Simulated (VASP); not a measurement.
Here is the system:

```yaml
crystal:
  lattice:
    - [3.36107, 0.00000, 0.00000]
    - [-1.68053, 2.91077, 0.00000]
    - [0.00000, 0.00000, 5.56326]
  atoms:
    - { symbol: B, position: [0.33333, 0.66667, 0.37463] }
    - { symbol: B, position: [0.66667, 0.33333, 0.87463] }
    - { symbol: As, position: [0.33333, 0.66667, 0.00037] }
    - { symbol: As, position: [0.66667, 0.33333, 0.50037] }
```

Calculation: PBEsol GGA with spin-orbit coupling, VASP's PBE PAW potentials (set 64) (plane waves; VASP 6.6.1). Settings: 520 eV cut-off, 7×7×4 Γ-centred mesh, Gaussian smearing of 0.050 eV, potentials B As.

Task: Give the energies of bands 9 to 22 at the high-symmetry points, in eV from the valence-band maximum.

Result: 
```csv
band,Γ,M,K,A,L,H
9,-2.10,-6.31,-7.23,-1.42,-3.51,-6.31
10,-2.10,-6.31,-7.23,-1.42,-3.51,-6.31
11,-0.48,-4.36,-5.00,-1.42,-3.51,-6.21
12,-0.48,-4.36,-4.94,-1.42,-3.51,-6.21
13,-0.11,-4.12,-4.94,-1.28,-3.37,-2.93
14,-0.11,-4.12,-4.88,-1.28,-3.37,-2.93
15,0.00,-2.14,-4.68,-1.28,-3.37,-2.90
16,0.00,-2.14,-4.68,-1.28,-3.37,-2.90
17,2.06,0.95,1.14,2.75,1.61,2.60
18,2.06,0.95,1.14,2.75,1.61,2.60
19,2.54,3.55,6.05,2.75,1.61,2.61
20,2.54,3.55,6.06,2.75,1.61,2.61
21,2.69,4.04,6.06,4.00,2.62,4.70
22,2.69,4.04,6.06,4.00,2.62,4.70
```

The gap is indirect, 0.95 eV, from the valence maximum at Γ to the conduction minimum at M.

The structure comes from a computed database's BAs entry (P6_3mc); how it stands against other phases isn't given here. It was relaxed first.
